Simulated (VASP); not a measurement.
OSZICAR of a VASP run on Co (a trial cell in the simple-cubic structure, space group Pm-3m):

File OSZICAR:
```
       N       E                     dE             d eps       ncg     rms          rms(c)
DAV:   1     0.225115196872E+02    0.22512E+02   -0.37108E+03  4896   0.909E+02
DAV:   2    -0.553278566839E+01   -0.28044E+02   -0.26811E+02  4916   0.141E+02
DAV:   3    -0.605585574330E+01   -0.52307E+00   -0.51691E+00  5444   0.240E+01
DAV:   4    -0.606297610660E+01   -0.71204E-02   -0.71185E-02  5788   0.250E+00
DAV:   5    -0.606319131912E+01   -0.21521E-03   -0.21521E-03  5758   0.377E-01    0.117E+01
DAV:   6    -0.490584377794E+01    0.11573E+01   -0.12923E+01  5282   0.595E+01    0.806E+00
DAV:   7    -0.479123905945E+01    0.11460E+00   -0.65860E-01  5272   0.139E+01    0.461E+00
DAV:   8    -0.478034097588E+01    0.10898E-01   -0.63497E-03  5706   0.826E-01    0.207E+00
DAV:   9    -0.477089845802E+01    0.94425E-02   -0.55364E-03  5894   0.855E-01    0.213E-01
DAV:  10    -0.477064235586E+01    0.25610E-03   -0.20960E-03  6232   0.432E-01    0.871E-02
DAV:  11    -0.477064902892E+01   -0.66731E-05   -0.11716E-04  5386   0.148E-01    0.479E-02
DAV:  12    -0.477065041164E+01   -0.13827E-05   -0.37297E-06  4672   0.226E-02    0.175E-02
DAV:  13    -0.477065106167E+01   -0.65003E-06   -0.43313E-06  3962   0.217E-02
   1 F= -.47706511E+01 E0= -.47706795E+01  d E =0.854201E-04  mag=     3.0000
```

Task: Which electronic solver shows in the log?

Result: It is blocked Davidson (ALGO = Normal, or the opening steps of other solvers). The INCAR had ALGO = Normal.

Task: How was spin treated?

Result: Collinear spin (ISPIN = 2): the summary line carries one mag value, 3.00 μB in the cell.

Task: Can the final energy be trusted as converged?

Result: The calculation finished and met its thresholds. It stopped with EDIFF = 1E-6, NELM = 100 (PBE GGA, plane waves, VASP's PBE PAW potentials (set 64)).

The structure was generated: Co was put into the simple-cubic type (Pm-3m), which need not be its known phase. The cell was not relaxed at this level. The run is one of a series of settings (NUPDOWN = 3 against the base run), some of them coarse on purpose. The total moment is imposed (NUPDOWN), so this need not be the lowest spin state.
